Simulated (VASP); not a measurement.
# RbZn (Pm-3m) in VASP: a series of runs, part 2 of 2

VASP 6.6.1. The steps go on from the part before.

### Step 3. Single point, r2SCAN (volume scaled by 0.6)

POSCAR

```
RbZn
1.0
    3.6732286309      0.0000000000      0.0000000000
    0.0000000000      3.6732286309      0.0000000000
    0.0000000000      0.0000000000      3.6732286309
Rb Zn
1 1
Direct
    0.0000000000      0.0000000000      0.0000000000
    0.5000000000      0.5000000000      0.5000000000
```

INCAR.step1

```
ALGO = Normal ; EDIFF = 1E-4
ENCUT = 520 ; GGA = PE
ISMEAR = -1 ; LASPH = T
LCHARG = F ; LREAL = F
LWAVE = T ; NBANDS = 18
NELM = 100 ; PREC = Accurate
SIGMA = 0.05
```

INCAR.step2

```
ALGO = Normal ; EDIFF = 1E-6
ENCUT = 520 ; ISIF = 2
ISMEAR = -1 ; ISTART = 1
LASPH = T ; LCHARG = T
LELF = T ; LMIXTAU = T
LREAL = F ; LVHAR = T
LWAVE = F ; METAGGA = R2SCAN
NBANDS = 18 ; NELM = 100
PREC = Accurate ; SIGMA = 0.05
```

KPOINTS

```
k-points
0
Gamma
  9 9 9
```

Potentials or basis: VASP PAW PBE potentials, release 64 (Rb_sv, Zn).

Run with:

```bash
cat potpaw_PBE.64/Rb_sv/POTCAR potpaw_PBE.64/Zn/POTCAR > POTCAR
cp INCAR.step1 INCAR
mpirun -np 1 vasp_std > vasp.out
cp INCAR.step2 INCAR
mpirun -np 1 vasp_std > vasp.out
```

OUTCAR:

```text
EDIFF = 1E-6
   ENCUT = 520
   ISIF = 2
   ISMEAR = -1
   ISTART = 1
   LASPH = T
   LREAL = F
   METAGGA = R2SCAN
   NELM = 100
   PREC = Accurate

 ion  position               nearest neighbor table
   1  0.000  0.000  0.000-   2 3.18   2 3.18   2 3.18   2 3.18   2 3.18   2 3.18   2 3.18   2 3.18

   2  0.500  0.500  0.500-   1 3.18   1 3.18   1 3.18   1 3.18   1 3.18   1 3.18   1 3.18   1 3.18

  LATTYP: Found a simple cubic cell.
 ALAT       =     3.6732286309

  Lattice vectors:

 A1 = (   3.6732286309,   0.0000000000,   0.0000000000)
 A2 = (   0.0000000000,   3.6732286309,   0.0000000000)
 A3 = (   0.0000000000,   0.0000000000,   3.6732286309)

Analysis of symmetry for initial positions (statically):
=====================================================================
 Subroutine PRICEL returns:
 Original cell was already a primitive cell.

 Routine SETGRP: Setting up the symmetry group for a
 simple cubic supercell.

 Subroutine GETGRP returns: Found 48 space group operations
 (whereof 48 operations were pure point group operations)
 out of a pool of 48 trial point group operations.

The static configuration has the point symmetry O_h .

Analysis of symmetry for dynamics (positions and initial velocities):
=====================================================================
 Subroutine PRICEL returns:
 Original cell was already a primitive cell.

 Routine SETGRP: Setting up the symmetry group for a
 simple cubic supercell.

 Subroutine GETGRP returns: Found 48 space group operations
 (whereof 48 operations were pure point group operations)
 out of a pool of 48 trial point group operations.

The dynamic configuration has the point symmetry O_h .

 Subroutine INISYM returns: Found 48 space group operations
 (whereof 48 operations are pure point group operations),
 and found     1 'primitive' translations

----------------------------------------------------------------------------------------

[... 111 lines left out ...]
     AMIX     =   0.40;   BMIX     =  1.00
     AMIX_MAG =   1.60;   BMIX_MAG =  1.00
  volume/ion in A,a.u.               =      24.78       167.23
  Fermi-wavevector in a.u.,A,eV,Ry     =   1.229608  2.323622 20.571132  1.511936
  Thomas-Fermi vector in A             =   2.364489
   LORBIT       =      0    0 simple, 1 ext, 2 COOP (PROOUT), +10 PAW based schemes
   METAGGA = R2SCAN    functional components
   LHFCALC =     F    Hartree Fock is set to
   AEXX    =    0.0000 exact exchange contribution
   IVDW    =     0    specifies the selected vdW correction
   LEPSILON=     F    determine dielectric tensor
   LRPA    =     F    only Hartree local field effects (RPA)
 non-spin polarized calculation
  energy-cutoff  :      520.00
  volume of cell :       49.56
 maximum number of plane-waves:      1357
 NGX is ok and might be reduce to    28

 number of electron      20.9999999 magnetization

 Free energy of the ion-electron system (eV)
  ---------------------------------------------------
  ext. energy  EPLUGINS =         0.00000000
  ---------------------------------------------------
  free energy    TOTEN  =       -21.39291577 eV

  energy without entropy =      -21.37548686  energy(sigma->0) =      -21.38420132

 E-fermi :   2.8858     XC(G=0): -10.0629

 val. band max:        2.8747965177   @ k =   0.4444   0.3333   0.2222
 cond. band min:       2.9351637297   @ k =   0.3333   0.2222   0.0000
 fundamental gap:      0.0603672120
 Fermi energy:         2.8858402325

 k-point     1 :       0.0000    0.0000    0.0000
  band No.  band energies     occupation
      1     -26.3323      2.00000
      2      -9.6114      2.00000
      3      -9.6114      2.00000
      4      -9.6114      2.00000
      5      -5.2545      2.00000
      6      -5.2545      2.00000
[... 481 lines left out ...]
      5      -5.1716      2.00000
      6      -5.1629      2.00000
[... 10 lines left out ...]
     17      12.7700      0.00000
     18      13.3631      0.00000

 [... further k-points ...]

------------------------ aborting loop because EDIFF is reached ----------------------------------------

  FORCE on cell =-STRESS in cart. coord.  units (eV):
  Direction    XX          YY          ZZ          XY          YZ          ZX
  --------------------------------------------------------------------------------------
  -------------------------------------------------------------------------------------
  Total        3.6625571      3.6625571      3.6625571     -0.0000000     -0.0000000     -0.0000000
  in kB      118.3998382    118.3998382    118.3998382     -0.0000000     -0.0000000     -0.0000000
  external PRESSURE =     118.3998382 kB  Pullay stress =       0.0000000 kB

 VOLUME and BASIS-vectors are now :
 -----------------------------------------------------------------------------
  energy-cutoff  :      520.00
  volume of cell :       49.56
      direct lattice vectors                 reciprocal lattice vectors
     3.673228631  0.000000000  0.000000000     0.272240065  0.000000000  0.000000000
     0.000000000  3.673228631  0.000000000     0.000000000  0.272240065  0.000000000
     0.000000000  0.000000000  3.673228631     0.000000000  0.000000000  0.272240065

 POSITION                                       TOTAL-FORCE (eV/Angst)
 -----------------------------------------------------------------------------------
      0.00000      0.00000      0.00000         0.000000      0.000000      0.000000
      1.83661      1.83661      1.83661         0.000000      0.000000      0.000000
 -----------------------------------------------------------------------------------
    total drift:                                0.000000      0.000000      0.000000

  FREE ENERGIE OF THE ION-ELECTRON SYSTEM (eV)
  ---------------------------------------------------
  free  energy   TOTEN  =       -21.3929157747 eV

  energy  without entropy=      -21.3754868573  energy(sigma->0) =      -21.38420132
```

OUTCAR.step1:

```text
EDIFF = 1E-4
   ENCUT = 520
   GGA = PE
   ISMEAR = -1
   LASPH = T
   LREAL = F
[... 725 lines left out ...]
 -----------------------------------------------------------------------------------
      0.00000      0.00000      0.00000         0.000000      0.000000      0.000000
      1.83661      1.83661      1.83661         0.000000      0.000000      0.000000
 -----------------------------------------------------------------------------------
    total drift:                                0.000000      0.000000      0.000000

  FREE ENERGIE OF THE ION-ELECTRON SYSTEM (eV)
  ---------------------------------------------------
  free  energy   TOTEN  =        -0.6927476125 eV

  energy  without entropy=       -0.6754376801  energy(sigma->0) =       -0.68409265
```

Run time: 47 s. Hardware: 1 thread of Intel Xeon Platinum 8559C (Emerald Rapids), shared host; peak memory 0.18 GiB.

What came out:

- Free energy: -21.3929 eV
- Pressure: 11.8 GPa
- Band gap on the k mesh: none (metal or under the smearing width)

Caveat: the PAW data sets were made with another functional, which shifts forces and pressure a little.
